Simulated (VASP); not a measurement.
VASP ran on this input.

INCAR:
```
LCHARG=.FALSE.
SYSTEM=InP
LREAL=.FALSE.   # projection in real space or not
ISIF=2
LASPH=.TRUE.   # aspherical one-centre terms
ISMEAR=0   # Gaussian
LWAVE=.FALSE.
PREC=Accurate
NELM=100   # most electronic steps
EDIFF=1E-7
ALGO=Normal
ENCUT=520   # plane-wave cut-off (eV)
SIGMA=0.05   # width (eV)
LMAXMIX=4   # l cut-off of mixed one-centre charges
```

**POSCAR**
```
InP
1.0
  0.0000000000   2.8542711025   2.8542711025
  2.8542711025   0.0000000000   2.8542711025
  2.8542711025   2.8542711025   0.0000000000
In P
1 1
direct
  0.0000000000   0.0000000000   0.0000000000
  0.2500000000   0.2500000000   0.2500000000
```

### KPOINTS
```
Automatic mesh
0
Gamma
8 8 8
0 0 0
```

POTCAR, in this order: In_d P (LDA.64 set). Program: vasp_std.

**Question.** Translate this LDA calculation to Quantum ESPRESSO's pw.x.

**Answer.** One equivalent input (not run):
```
&CONTROL
  calculation = 'scf'
  pseudo_dir = './pseudo'
  outdir = './out'
  tprnfor = .true.
  tstress = .true.
/
&SYSTEM
  ibrav = 0
  nat = 2
  ntyp = 2
  ecutwfc = 70
  occupations = 'smearing'
  smearing = 'gaussian'
  degauss = 0.003675
  input_dft = 'pz'
/
&ELECTRONS
  conv_thr = 7.3e-09
  electron_maxstep = 100
/
ATOMIC_SPECIES
  In 114.818 In.upf
  P 30.974 P.upf
CELL_PARAMETERS angstrom
     0.0000000    2.8542711    2.8542711
     2.8542711    0.0000000    2.8542711
     2.8542711    2.8542711    0.0000000
ATOMIC_POSITIONS crystal
  In   0.0000000  0.0000000  0.0000000
  P    0.2500000  0.2500000  0.2500000
K_POINTS automatic
  8 8 8 0 0 0
```
What does not carry over: the potentials are each code's own (VASP's PAW set, PseudoDojo norm-conserving files in pw.x), so ENCUT and ecutwfc are chosen apart and not converted; conv_thr bounds pw.x's estimated SCF error, while EDIFF bounds the energy change between steps.

The compound is InP in the zinc blende structure. This cell is one point of a volume scan, at 0.94 of the reference volume.
